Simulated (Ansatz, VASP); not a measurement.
# Lu3N2: VASP beside Ansatz

Contents of INCAR:

```
ALGO = Normal
EDIFF = 1E-6
ENCUT = 520
GGA = PE
ISIF = 2
ISMEAR = 0
LASPH = T
LCHARG = T
LELF = T
LREAL = F
LVHAR = T
LWAVE = F
NBANDS = 50
NELM = 60
PREC = Accurate
SIGMA = 0.1
```

File KPOINTS:

```
k-points
0
Gamma
  6 6 4
```

The input POSCAR:

```
Lu3N2
1.0
    4.2627290400      0.0000000000      0.0000000000
   -2.1313645200      3.6916316400      0.0000000000
    0.0000000000      0.0000000000      5.2872511300
Lu N
3 2
Direct
    0.6666666700      0.3333333300      0.2422697800
    0.6666666700      0.3333333300      0.7577302200
    0.0000000000      0.0000000000      0.5000000000
    0.0000000000      0.0000000000      0.0000000000
    0.3333333300      0.6666666700      0.5000000000
```

Input for Ansatz:

```yaml
crystal:
  lattice:
    - [4.26272904, 0.0, 0.0]
    - [-2.13136452, 3.69163164, 0.0]
    - [0.0, 0.0, 5.28725113]
  atoms:
    - { symbol: Lu, position: [0.66666667, 0.33333333, 0.24226978] }
    - { symbol: Lu, position: [0.66666667, 0.33333333, 0.75773022] }
    - { symbol: Lu, position: [0.0, 0.0, 0.5] }
    - { symbol: "N", position: [0.0, 0.0, 0.0] }
    - { symbol: "N", position: [0.33333333, 0.66666667, 0.5] }
basis:
  ecutwfc: 420
kpoints:
  mp_grid: { grid: [6, 6, 4] }
hamiltonian:
  xc: pbe
scf:
  occupations: { method: gaussian, width: 0.1 }
  lower_state_search: "off"
output:
  forces: true
  stress: true
  eigenvalues: true
```

Change from the starting cell: species swapped into the Co3Ge2 type (P-6m2, No. 187).

Alike in both runs: task single point; functional PBE; k mesh 6 × 6 × 4; occupations gaussian, width 0.1 eV; no spin polarisation.

```csv
,VASP,Ansatz
version,VASP 6.6.1,Ansatz 0.2.0
potentials or method,"VASP PAW PBE potentials, release 64 (Lu, N)","scalar-relativistic, plane waves, PAW"
plane-wave cutoff (eV),520,420
valence electrons in the cell,85,85
```

VASP gave:

| Quantity | Value |
| --- | --- |
| gap on the k mesh at the Fermi level (eV) | none |
| pressure (GPa) | 3.1 |
| largest component of the traceless stress (GPa) | 14.29 |
| rms of the force components (eV/Å) | 0.946 |

**Question.** Estimate Ansatz's values.

**Answer.** gap on the k mesh at the Fermi level (eV): none; pressure (GPa): 2.4; largest component of the traceless stress (GPa): 13.90; rms of the force components (eV/Å): 0.947.

Atom by atom the forces differ by 0.002 eV/Å (rms over components). A gap of «none» marks a metal or a gap that the smearing closes. The functional is the same, so the differences come from potentials, cutoffs and numerics.

Caveats: forces of over 1 eV/Å show positions far from the minimum, so gaps and moduli don't describe the material at rest. Spin-orbit coupling is left out, which matters for the levels of Lu.
